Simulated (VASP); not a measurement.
## Te2Mo: band gap by level of theory

Symmetry: P-6m2, No. 187, hexagonal system. Conventional cell: a = 3.503 Å, b = 3.503 Å, c = 21.605 Å, α = 90.00°, β = 90.00°, γ = 120.00°. Around Te (site symmetry 3m) lie 3 Mo at 2.72 Å. Mo (site symmetry -6m2) has 6 Te at 2.72 Å as nearest neighbours.

| rung | level | program and potentials | cutoff (eV) | k mesh | band gap (eV) | notes |
| --- | --- | --- | --- | --- | --- | --- |
| LDA | LDA | VASP, LDA PAW files Mo_sv, Te, 520 eV | 520 | 12 × 12 × 1 | 1.19 | - |
| meta-GGA | r2SCAN | VASP, PBE PAW files Mo_sv, Te, 520 eV | 520 | 12 × 12 × 1 | 1.28 | potentials made for PBE |
| hybrid | HSE06 | VASP, PBE PAW files Mo_sv, Te, 520 eV | 520 | 9 × 9 × 1 | 1.65 | potentials made for PBE |
| hybrid | PBE0 | VASP, PBE PAW files Mo_sv, Te, 520 eV | 520 | 9 × 9 × 1 | 2.29 | potentials made for PBE |

Task: band structure. All rows: no spin polarisation. Gaps are the least found on the k mesh or the band path, and a mesh can miss the band edges. The cell comes from a database and isn't always the measured one. Meshes differ between rows, which moves values too. All levels ran on this one cell, unrelaxed unless noted. Meshes are those of the run's cell of 3 atoms unless a note names another. Runs on faulty files, with rough fits or with known faults for this quantity aren't shown. No row holds spin-orbit coupling.

By rung: LDA 1.19; meta-GGA 1.28; hybrid 1.65 to 2.29 (eV).
